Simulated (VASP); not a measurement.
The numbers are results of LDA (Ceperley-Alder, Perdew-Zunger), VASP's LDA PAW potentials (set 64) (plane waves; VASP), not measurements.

Input for VASP

**KPOINTS**
```
Regular mesh
0
G
 9 9 9
0 0 0
```

INCAR:
```
LASPH = .True.   ! aspherical one-centre terms
LWAVE = .False.
PREC = Accurate
SYSTEM = SrO
ENCUT = 520   ! plane-wave cut-off (eV)
ALGO = Normal
EDIFF = 1E-7   ! SCF stop (eV)
LMAXMIX = 4   ! l cut-off of mixed one-centre charges
NELM = 100   ! most electronic steps
ISIF = 2
ISMEAR = 0
LCHARG = .False.
SIGMA = 0.05
LREAL = .False.   ! projection in real space or not
```

POSCAR:
```
SrO
3.5171760
  0.0000000000   0.7071067737   0.7071067737
  0.7071067737   0.0000000000   0.7071067737
  0.7071067737   0.7071067737   0.0000000000
Sr O
1 1
Direct
  0.0000000000   0.0000000000   0.0000000000
  0.5000000000   0.5000000000   0.5000000000
```

POTCAR, in this order: Sr_sv O (LDA.64 set). Program: vasp_std.

What will the output report for the number of irreducible k-points (NKPTS), largest plane-wave count, number of space-group operations, FFT grid (NGX, NGY, NGZ)?

```yaml
number of irreducible k-points (NKPTS): 35
largest_plane_wave_count: 869
number_of_space_group_operations: 48
FFT grid (NGX, NGY, NGZ): 28 × 28 × 28
```

The compound is SrO in the rock salt structure. This cell is one point of a volume scan, at 0.94 of the reference volume.
